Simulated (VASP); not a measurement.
Output of a VASP run:

**OSZICAR**
```
       N       E                     dE             d eps       ncg     rms          rms(c)
DAV:   1     0.175681155311E+02    0.17568E+02   -0.41764E+03  7300   0.110E+03
DAV:   2    -0.689451152050E+01   -0.24463E+02   -0.23170E+02  7080   0.130E+02
DAV:   3    -0.719227710730E+01   -0.29777E+00   -0.29731E+00  7914   0.196E+01
DAV:   4    -0.719357140487E+01   -0.12943E-02   -0.12942E-02  7630   0.119E+00
DAV:   5    -0.719358331264E+01   -0.11908E-04   -0.11907E-04  7686   0.103E-01    0.120E+01
DAV:   6    -0.622344453290E+01    0.97014E+00   -0.11620E+01  7424   0.558E+01    0.465E+00
DAV:   7    -0.616882101736E+01    0.54624E-01   -0.59184E-01  7420   0.124E+01    0.302E+00
DAV:   8    -0.616125831664E+01    0.75627E-02   -0.54877E-03  8727   0.627E-01    0.149E+00
DAV:   9    -0.615356797788E+01    0.76903E-02   -0.67590E-03  8952   0.716E-01    0.385E-01
DAV:  10    -0.615383874046E+01   -0.27076E-03   -0.75640E-04  8327   0.337E-01    0.128E-01
DAV:  11    -0.615385972290E+01   -0.20982E-04   -0.12396E-04  7426   0.164E-01    0.282E-02
DAV:  12    -0.615386267655E+01   -0.29537E-05   -0.42427E-06  7497   0.311E-02    0.107E-02
DAV:  13    -0.615386335327E+01   -0.67672E-06   -0.16297E-06  6936   0.130E-02    0.111E-02
DAV:  14    -0.615386270112E+01    0.65215E-06   -0.69876E-07  5859   0.103E-02    0.113E-03
DAV:  15    -0.615386278414E+01   -0.83018E-07   -0.96307E-09  3547   0.118E-03
   1 F= -.61538628E+01 E0= -.61537850E+01  d E =-.233480E-03  mag=     2.0832
```

File OUTCAR:
```
------------------------ aborting loop because EDIFF is reached ----------------------------------------
  FORCE on cell =-STRESS in cart. coord.  units (eV):
  Direction    XX          YY          ZZ          XY          YZ          ZX
  --------------------------------------------------------------------------------------
  Total        0.5012474      0.5012474      0.5012474      0.0000000     -0.0000000      0.0000000
  in kB       75.0577373     75.0577373     75.0577373      0.0000000     -0.0000000      0.0000000
  external PRESSURE =      75.0577373 kB  Pullay stress =       0.0000000 kB
  volume of cell :       10.70
      direct lattice vectors                 reciprocal lattice vectors
    -1.388147912  1.388147912  1.388147912     0.000000000  0.360192164  0.360192164
     1.388147912 -1.388147912  1.388147912     0.360192164  0.000000000  0.360192164
     1.388147912  1.388147912 -1.388147912     0.360192164  0.360192164  0.000000000
 POSITION                                       TOTAL-FORCE (eV/Angst)
 -----------------------------------------------------------------------------------
      0.00000      0.00000      0.00000         0.000000      0.000000      0.000000
 -----------------------------------------------------------------------------------
    total drift:                                0.000000     -0.000000      0.000000
  FREE ENERGIE OF THE ION-ELECTRON SYSTEM (eV)
  ---------------------------------------------------
  free  energy   TOTEN  =        -6.1538627841 eV

  energy  without entropy=       -6.1536293046  energy(sigma->0) =       -6.15378496

 total charge

# of ion       s       p       d       tot
------------------------------------------
    1        0.515   0.592   6.306   7.413

 magnetization (x)

# of ion       s       p       d       tot
------------------------------------------
    1       -0.012  -0.045   2.117   2.061
```
(Selected blocks of OUTCAR.)

### POSCAR
```
Fe
1
   -1.3881479122     1.3881479122     1.3881479122
    1.3881479122    -1.3881479122     1.3881479122
    1.3881479122     1.3881479122    -1.3881479122
Fe
1
Direct
  0.0000000000   0.0000000000   0.0000000000
```

Task: Reconstruct the remaining input files.

Result: One answer among several that fit: the input of the run itself, rev-vdW-DF2, plane waves, VASP's PBE PAW potentials (set 64).

### KPOINTS
```
Automatic mesh
0
Gamma
18 18 18
0 0 0
```

### INCAR
```
ALGO = Normal   # blocked Davidson
LWAVE = F
NELM = 100
PARAM1 = 0.1234568
LORBIT = 10
GGA = MK
AGGAC = 0.0
LUSE_VDW = T
LASPH = T   # aspherical one-centre terms
PREC = Accurate
SIGMA = 0.1   # width (eV)
ENCUT = 520
SYSTEM = Fe
ISMEAR = 1   # Methfessel-Paxton
ISIF = 2
LREAL = F   # projection in real space or not
MAGMOM = 2.1
ZAB_VDW = -1.8867
PARAM2 = 0.7114
ISPIN = 2   # spin-polarised
LCHARG = F
EDIFF = 1E-7   # SCF stop (eV)
LMAXMIX = 4   # l cut-off of mixed one-centre charges
```

POTCAR, in this order: Fe (PBE.64 set). Program: vasp_std.

The compound is Fe in the bcc structure. This cell is one point of a volume scan, at 0.97 of the reference volume.
